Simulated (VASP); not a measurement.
Input:

```
CELL_PARAMETERS angstrom
      3.84271     0.00000     0.00000
     -1.92136     3.32789     0.00000
      0.00000     0.00000     6.31213
ATOMIC_POSITIONS crystal
  Eu 0.33333 0.66667 0.25000
  Eu 0.66667 0.33333 0.75000
```

Method: PBEsol GGA, VASP's PBE PAW potentials (set 64) (plane waves; VASP). Run with 400 eV cut-off, 12×12×7 Γ-centred mesh, tetrahedra with Blöchl corrections, potentials Eu_2.

The 4f electrons are frozen in the core of the lanthanide potential, so 4f levels, which can set the real gap, and their magnetism are missing.

### Question
What does the run give for the energy per atom (σ→0), band gap (on the k-mesh) with the smallest direct gap where there is one?

### Answer

```json
{
 "band gap (on the k-mesh)": "none (metal, semimetal or under 0.01 eV)",
 "energy per atom (σ→0)": "-2.141 eV/atom"
}
```

The absolute energy has meaning only against runs of the same code, potentials and settings.

The structure was generated: Eu was put into the hcp type (P6_3/mmc), which need not be its known phase. It was relaxed first, which changed the volume by -18 %.
